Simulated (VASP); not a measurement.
VASP ran on this input.

### KPOINTS
```
Automatic mesh
0
Gamma
4 4 4
0 0 0
```

File POSCAR:
```
CsPbCl3
1.0
  5.8442712648   0.0000000000   0.0000000000
  0.0000000000   5.8442712648   0.0000000000
  0.0000000000   0.0000000000   5.8442712648
Cs Pb Cl
1 1 3
Cartesian
  0.0000000000   0.0000000000   0.0000000000
  2.9221356324   2.9221356324   2.9221356324
  2.9221356324   0.0000000000   2.9221356324
  0.0000000000   2.9221356324   2.9221356324
  2.9221356324   2.9221356324   0.0000000000
```

INCAR:
```
SYSTEM = CsPbCl3
PREC = Accurate
ENCUT = 520
EDIFF = 1E-7
NELM = 100
ALGO = Normal
LREAL = .FALSE.
LASPH = .TRUE.
ISMEAR = 0
SIGMA = 0.05
GGA = 91
LMAXMIX = 4
LWAVE = .FALSE.
LCHARG = .FALSE.
ISIF = 2
```

POTCAR, in this order: Cs_sv Pb_d Cl (PBE.64 set). Program: vasp_std.

Translate this PW91 calculation to Quantum ESPRESSO's pw.x.

One equivalent input (not run):
```
&CONTROL
  calculation = 'scf'
  pseudo_dir = './pseudo'
  outdir = './out'
  tprnfor = .true.
  tstress = .true.
/
&SYSTEM
  ibrav = 0
  nat = 5
  ntyp = 3
  ecutwfc = 62.5
  occupations = 'smearing'
  smearing = 'gaussian'
  degauss = 0.003675
  input_dft = 'pw91'
/
&ELECTRONS
  conv_thr = 7.3e-09
  electron_maxstep = 100
/
ATOMIC_SPECIES
  Cs 132.905 Cs.upf
  Pb 207.200 Pb.upf
  Cl 35.450 Cl.upf
CELL_PARAMETERS angstrom
     5.8442713    0.0000000    0.0000000
     0.0000000    5.8442713    0.0000000
     0.0000000    0.0000000    5.8442713
ATOMIC_POSITIONS crystal
  Cs   0.0000000  0.0000000  0.0000000
  Pb   0.5000000  0.5000000  0.5000000
  Cl   0.5000000  0.0000000  0.5000000
  Cl   0.0000000  0.5000000  0.5000000
  Cl   0.5000000  0.5000000  0.0000000
K_POINTS automatic
  4 4 4 0 0 0
```
What does not carry over: the potentials are each code's own (VASP's PAW set, PseudoDojo norm-conserving files in pw.x), so ENCUT and ecutwfc are chosen apart and not converted; conv_thr bounds pw.x's estimated SCF error, while EDIFF bounds the energy change between steps.

The compound is CsPbCl3 in the cubic perovskite structure, the ideal cubic form; the compound distorts at low or room temperature. This cell is one point of a volume scan, at 1.06 of the reference volume.
